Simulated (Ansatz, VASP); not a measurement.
# Cross-check of SiO2 between VASP and Ansatz

Wanted: the spread between two codes on one cell, functional and k mesh. The cell is taken from a series of runs on this material, whose earlier steps may have relaxed, scaled, displaced or heated it; both programs get it as it stands.

Method: plane waves, with VASP 6.6.1 beside it; zone-centre phonons at LDA, in Ansatz 0.2.0.

**1. Set-up**

The structure is tetragonal, space group P4_2/mnm (No. 136). The conventional cell has a = 4.321 Å, b = 4.321 Å, c = 2.613 Å, α = 90.00°, β = 90.00°, γ = 90.00°. O has 3 Si at 1.75 to 1.90 Å nearest. Nearest to Si lie 6 O at 1.75 to 1.90 Å. Farther neighbours and most contacts between anions are not listed.

**2. VASP: zone-centre phonons, LDA**

Second derivatives magnify differences that forces hide, and they need a tight electronic threshold.

Lines of VASP's logs that name or quote its potential files are left out, and so is its time.

File INCAR:

```
SYSTEM = SiO2
PREC = Accurate
ENCUT = 600
EDIFF = 1E-08
NELM = 120
ISMEAR = 0
SIGMA = 0.01
LREAL = .FALSE.
ALGO = Normal
GGA = CA
NBANDS = 22
LORBIT = 11
LWAVE = .FALSE.
LCHARG = .FALSE.
ISIF = 2
IBRION = 8
LEPSILON = .TRUE.
LASPH = .TRUE.
GGA_COMPAT = .FALSE.
EFERMI = MIDGAP
KPAR = 2
```

File POSCAR:

```
SiO2
1.0
    4.3211092703      0.0000000000      0.0000000000
    0.0000000000      4.3211092703      0.0000000000
    0.0000000000      0.0000000000      2.6128968861
O Si
4 2
Direct
    0.6895220231      0.6895220231      0.0000000000
    0.1895220231      0.8104779769      0.5000000000
    0.3104779769      0.3104779769      0.0000000000
    0.8104779769      0.1895220231      0.5000000000
    0.5000000000      0.5000000000      0.5000000000
    0.0000000000      0.0000000000      0.0000000000
```

File KPOINTS:

```
Automatic mesh
0
Gamma
8 8 8
0 0 0
```

Potentials, in the order of the species: O and Si (LDA family, release 64).

Run with:

```console
> mpirun -np 2 vasp_std
```

Numbers of over 12 decimals in the logs are rounded to 6 here.

Output:

```text
[banner, memory and clock lines left out]
running    2 mpi-ranks, on    1 nodes
 distrk:  each k-point on    1 cores,    2 groups
 distr:  one band on    1 cores,    1 groups

 POSCAR found type information on POSCAR O Si
 POSCAR found :  2 types and       6 ions
 LDA part: xc-table for (Slater(with rela. corr.)+CA(PZ))
 , standard interpolation
 POSCAR, INCAR and KPOINTS ok, starting setup
 FFT: planning ... GRIDC
 FFT: planning ... GRID_SOFT
 FFT: planning ... GRID
 WAVECAR not read
 entering main loop
       N       E                     dE             d eps       ncg     rms          rms(c)
DAV:   1     0.160719324629E+03    0.16072E+03   -0.19389E+04  3308   0.157E+03
DAV:   2    -0.488632055937E+02   -0.20958E+03   -0.20033E+03  4340   0.318E+02
DAV:   3    -0.565273979661E+02   -0.76642E+01   -0.76364E+01  4194   0.615E+01
DAV:   4    -0.565854042007E+02   -0.58006E-01   -0.57976E-01  4050   0.620E+00
DAV:   5    -0.565859728645E+02   -0.56866E-03   -0.56862E-03  4074   0.593E-01    0.174E+01
DAV:   6    -0.518681701411E+02    0.47178E+01   -0.16821E+01  3870   0.277E+01    0.827E+00
DAV:   7    -0.518078715210E+02    0.60299E-01   -0.51383E-01  3888   0.480E+00    0.297E+00
DAV:   8    -0.517750713702E+02    0.32800E-01   -0.20802E-02  3912   0.139E+00    0.107E+00
DAV:   9    -0.517694980013E+02    0.55734E-02   -0.53749E-03  3924   0.705E-01    0.222E-01
DAV:  10    -0.517695108706E+02   -0.12869E-04   -0.51028E-04  4002   0.186E-01    0.569E-02
DAV:  11    -0.517694940641E+02    0.16806E-04   -0.52603E-05  3996   0.562E-02    0.277E-02
DAV:  12    -0.517694922945E+02    0.17696E-05   -0.17434E-05  3936   0.298E-02    0.913E-03
DAV:  13    -0.517694921543E+02    0.14015E-06   -0.16708E-06  3972   0.102E-02    0.265E-03
DAV:  14    -0.517694921511E+02    0.32014E-08   -0.50749E-08  3954   0.174E-03
   1 F= -.51769492E+02 E0= -.51769492E+02  d E =0.000000E+00
 Linear response reoptimize wavefunctions to high precision
DAV:   1    -0.517694921496E+02    0.15289E-08   -0.20452E-09  2598   0.426E-04
DAV:   2    -0.517694921497E+02   -0.79126E-10   -0.32219E-10  2238   0.138E-04
 Linear response G [H, r] |phi>, progress :
  Direction:   1
       N       E                     dE             d eps       ncg     rms
RMM:   1    -0.138591537381E+03   -0.13859E+03    0.31820E-01  7590   0.987E+01
RMM:   2    -0.116090830841E+03    0.22501E+02   -0.93519E+00  5493   0.216E+01
RMM:   3    -0.116139038977E+03   -0.48208E-01   -0.10873E-01  5738   0.214E+00
RMM:   4    -0.116140374817E+03   -0.13358E-02   -0.18134E-03  5984   0.265E-01
RMM:   5    -0.116140395734E+03   -0.20917E-04   -0.72429E-05  6056   0.407E-02
RMM:   6    -0.116140397242E+03   -0.15079E-05   -0.30598E-05  6175   0.998E-03
RMM:   7    -0.116140397168E+03    0.73986E-07   -0.28901E-05  6152   0.588E-03
RMM:   8    -0.116140396997E+03    0.17017E-06   -0.28976E-05  5065   0.526E-03
RMM:   9    -0.116140398510E+03   -0.15127E-05   -0.38595E-05  4072   0.519E-03
RMM:  10    -0.116140398592E+03   -0.82164E-07    0.24148E-05  3838   0.517E-03
RMM:  11    -0.116140399156E+03   -0.56377E-06   -0.42184E-05  3816   0.518E-03
 Linear response G [H, r] |phi>, progress :
  Direction:   2
       N       E                     dE             d eps       ncg     rms
RMM:   1    -0.137900441445E+03   -0.13790E+03    0.41416E+01  7653   0.994E+01
RMM:   2    -0.113433580864E+03    0.24467E+02   -0.10493E+01  5634   0.230E+01
RMM:   3    -0.113502972232E+03   -0.69391E-01   -0.11374E-01  5786   0.223E+00
RMM:   4    -0.113504538857E+03   -0.15666E-02   -0.20534E-03  6050   0.285E-01
RMM:   5    -0.113504564250E+03   -0.25393E-04   -0.83249E-05  6125   0.419E-02
RMM:   6    -0.113504565575E+03   -0.13251E-05   -0.37581E-05  6216   0.979E-03
RMM:   7    -0.113504565664E+03   -0.89482E-07   -0.35687E-05  6170   0.557E-03
RMM:   8    -0.113504565795E+03   -0.13065E-06   -0.39556E-05  5110   0.497E-03
RMM:   9    -0.113504565804E+03   -0.91429E-08   -0.40538E-05  4119   0.489E-03
RMM:  10    -0.113504565952E+03   -0.14840E-06   -0.64802E-05  3845   0.489E-03
RMM:  11    -0.113504565451E+03    0.50093E-06   -0.11264E-04  3852   0.490E-03
 Linear response G [H, r] |phi>, progress :
  Direction:   3
       N       E                     dE             d eps       ncg     rms
 LRF_COMMUTATOR internal error: the vector H(1)-e(1) S(1) |phi(0)> is not orthog
 onal to |phi(0)> (1.000625530788168E-004,-2.289834988289385E-014)
 LRF_COMMUTATOR internal error: the vector H(1)-e(1) S(1) |phi(0)> is not orthog
 onal to |phi(0)> (-1.000625530279131E-004,1.284389261613228E-014)
RMM:   1    -0.133015825670E+03   -0.13302E+03    0.39371E+01  7212   0.950E+01
 LRF_COMMUTATOR internal error: the vector H(1)-e(1) S(1) |phi(0)> is not orthog
 onal to |phi(0)> (-1.014844697177497E-004,-1.689273720906215E-014)
 LRF_COMMUTATOR internal error: the vector H(1)-e(1) S(1) |phi(0)> is not orthog
 onal to |phi(0)> (1.014844698797868E-004,1.915134717478395E-015)
[...]
Linear response to external field, progress :
  Direction:   1
       N       E                     dE             d eps       ncg     rms          rms(c)
RMM:   1    -0.339793403311E+00   -0.33979E+00   -0.97073E-01 10186   0.298E+00
RMM:   2    -0.343879274676E+00   -0.40859E-02   -0.67372E-03  9281   0.460E-01    0.105E+00
[...]
RMM:   5    -0.355852287352E+00   -0.96618E-03   -0.17156E-04  5806   0.984E-02    0.115E-02
RMM:   6    -0.355971671660E+00   -0.11938E-03   -0.23484E-06  5992   0.994E-03    0.577E-03
RMM:   7    -0.356042431942E+00   -0.70760E-04   -0.39592E-07  6005   0.312E-03    0.380E-04
RMM:   8    -0.356054020547E+00   -0.11589E-04   -0.16584E-07  6085   0.803E-04    0.153E-04
RMM:   9    -0.356054042781E+00   -0.22235E-07   -0.19123E-07  5076   0.424E-04    0.135E-05
RMM:  10    -0.356054284336E+00   -0.24155E-06   -0.31429E-07  3131   0.322E-04    0.785E-06
 change of polarisation eV/A/(eV/A) component  3 :    -0.052    -0.037     0.672
 dielectric tensor                  component  3 :    -0.194    -0.137     3.493
 Linear response DOF=           4
 Linear response progress:
  Degree of freedom:   1/  4
       N       E                     dE             d eps       ncg     rms          rms(c)
RMM:   1    -0.377688201437E+00   -0.37769E+00    0.30359E-01 14168   0.379E+00
RMM:   2    -0.369082443645E+00    0.86058E-02   -0.91043E-03 12604   0.601E-01    0.226E-01
RMM:   3    -0.370071490595E+00   -0.98905E-03   -0.14349E-03 12054   0.214E-01    0.122E-01
RMM:   4    -0.371720842176E+00   -0.16494E-02   -0.90568E-04 12378   0.160E-01    0.348E-02
RMM:   5    -0.371892997162E+00   -0.17215E-03   -0.36603E-05 13424   0.331E-02    0.139E-02
RMM:   6    -0.371913173912E+00   -0.20177E-04   -0.28418E-06 13599   0.935E-03    0.266E-03
RMM:   7    -0.371933473934E+00   -0.20300E-04   -0.11398E-06 13645   0.344E-03    0.896E-04
RMM:   8    -0.371923492796E+00    0.99811E-05    0.93349E-08 13413   0.133E-03    0.232E-04
RMM:   9    -0.371921587576E+00    0.19052E-05    0.11777E-08 13740   0.466E-04    0.974E-05
RMM:  10    -0.371922055977E+00   -0.46840E-06   -0.45029E-08 13772   0.264E-04    0.296E-05
RMM:  11    -0.371921996820E+00    0.59156E-07   -0.30354E-08 13882   0.202E-04    0.553E-06
RMM:  12    -0.371921970097E+00    0.26723E-07   -0.30662E-08 14146   0.175E-04    0.286E-06
RMM:  13    -0.371921983635E+00   -0.13538E-07   -0.38810E-08 13655   0.170E-04    0.713E-07
RMM:  14    -0.371921990532E+00   -0.68974E-08   -0.54488E-08 11299   0.167E-04    0.240E-07
 first order change of Fermi-energy  -0.18313E+00
 force on displaced ion       1 direction 1 : -19.649  -8.765   0.000
 Born effective charge ion    1 direction 1 :  -1.908  -0.590   0.000
 Linear response progress:
  Degree of freedom:   2/  4
       N       E                     dE             d eps       ncg     rms          rms(c)
RMM:   1    -0.351358627652E+00   -0.35136E+00    0.35912E-01 12182   0.381E+00
RMM:   2    -0.345522440402E+00    0.58362E-02   -0.82983E-03 10965   0.554E-01    0.232E-01
RMM:   3    -0.346839005490E+00   -0.13166E-02   -0.84319E-04  9789   0.183E-01    0.125E-01
RMM:   4    -0.349066050853E+00   -0.22270E-02   -0.84686E-04  9964   0.176E-01    0.225E-02
RMM:   5    -0.348975590046E+00    0.90461E-04   -0.35091E-05 11354   0.365E-02    0.294E-03
RMM:   6    -0.349011648164E+00   -0.36058E-04   -0.82749E-08 11947   0.499E-03    0.108E-03
RMM:   7    -0.349005131034E+00    0.65171E-05    0.80351E-08 11798   0.128E-03    0.153E-04
RMM:   8    -0.349005823216E+00   -0.69218E-06   -0.41673E-08 11991   0.310E-04    0.683E-05
RMM:   9    -0.349005892453E+00   -0.69237E-07   -0.32491E-08 11986   0.191E-04    0.105E-05
RMM:  10    -0.349006136108E+00   -0.24366E-06   -0.35136E-08 11211   0.166E-04    0.539E-06
RMM:  11    -0.349006108390E+00    0.27718E-07   -0.42459E-08 11547   0.156E-04    0.753E-07
RMM:  12    -0.349006106949E+00    0.14416E-08   -0.18714E-08  8743   0.154E-04    0.190E-07
 first order change of Fermi-energy   0.27708E-03
 force on displaced ion       1 direction 3 :  -0.003  -0.003 -19.418
 Born effective charge ion    1 direction 3 :  -0.000  -0.000  -2.002
 Linear response progress:
  Degree of freedom:   3/  4
       N       E                     dE             d eps       ncg     rms          rms(c)
RMM:   1    -0.333493762163E-01   -0.33349E-01    0.10274E-01 21893   0.184E+00
RMM:   2    -0.238188731365E-01    0.95305E-02   -0.46307E-03 12855   0.485E-01    0.160E-01
RMM:   3    -0.229975156342E-01    0.82136E-03   -0.58753E-04 13265   0.118E-01    0.102E-01
RMM:   4    -0.225222450828E-01    0.47527E-03   -0.35706E-04 13383   0.117E-01    0.265E-02
RMM:   5    -0.224774117127E-01    0.44833E-04   -0.25547E-05 13477   0.324E-02    0.785E-03
RMM:   6    -0.224785145573E-01   -0.11028E-05    0.38906E-06 13179   0.798E-03    0.247E-03
RMM:   7    -0.224802035539E-01   -0.16890E-05    0.22579E-06 13603   0.174E-03    0.707E-04
RMM:   8    -0.224823013808E-01   -0.20978E-05    0.58136E-07 13292   0.785E-04    0.103E-04
RMM:   9    -0.224823280929E-01   -0.26712E-07    0.15897E-07 13699   0.171E-04    0.394E-05
RMM:  10    -0.224823751365E-01   -0.47044E-07    0.25372E-07 13550   0.916E-05    0.129E-05
RMM:  11    -0.224823746983E-01    0.43828E-09    0.12598E-07 13803   0.645E-05    0.219E-06
RMM:  12    -0.224823775643E-01   -0.28661E-08    0.46296E-08 13105   0.534E-05    0.566E-07
 first order change of Fermi-energy  -0.50299E-05
 force on displaced ion       5 direction 1 : -27.924 -14.702   0.000
 Born effective charge ion    5 direction 1 :   3.815  -0.464   0.000
 Linear response progress:
  Degree of freedom:   4/  4
       N       E                     dE             d eps       ncg     rms          rms(c)
RMM:   1    -0.177543219700E-01   -0.17754E-01    0.38597E-02 10153   0.121E+00
RMM:   2    -0.159449788248E-01    0.18093E-02   -0.10657E-03  7601   0.217E-01    0.208E-01
RMM:   3    -0.158600974204E-01    0.84881E-04   -0.12519E-04  7817   0.663E-02    0.123E-01
RMM:   4    -0.159519895603E-01   -0.91892E-04   -0.16882E-04  7698   0.745E-02    0.892E-03
RMM:   5    -0.159234894428E-01    0.28500E-04   -0.44257E-06  7814   0.123E-02    0.192E-03
RMM:   6    -0.159220921261E-01    0.13973E-05   -0.10727E-08  8084   0.114E-03    0.564E-04
RMM:   7    -0.159203298839E-01    0.17622E-05   -0.16534E-08  8092   0.528E-04    0.113E-04
RMM:   8    -0.159201347769E-01    0.19511E-06   -0.76085E-09  8147   0.115E-04    0.448E-05
RMM:   9    -0.159201858625E-01   -0.51086E-07   -0.59185E-09  8170   0.575E-05    0.189E-06
RMM:  10    -0.159201812928E-01    0.45696E-08   -0.50332E-09  7319   0.429E-05    0.906E-07
 first order change of Fermi-energy   0.12724E-04
 force on displaced ion       5 direction 3 :  -0.000   0.000 -25.687
 Born effective charge ion    5 direction 3 :   0.000   0.000   4.002
 Born effective charges drift removed
 Linear response finished
```

(Part 1 of 3 ends here.)

[Lines on the potential files, build, host, timing and source positions are cut from VASP's logs without a mark.]

[Logs are printed without paths, hosts, clocks, repeated set-up lines and the standing remarks that a program may print on its own settings, such as how far it seeks lower states.]

[Hosts, paths, dates, database ids (printed as entryN), source tags and the programs' standing remarks are cut or masked in the printed files.]
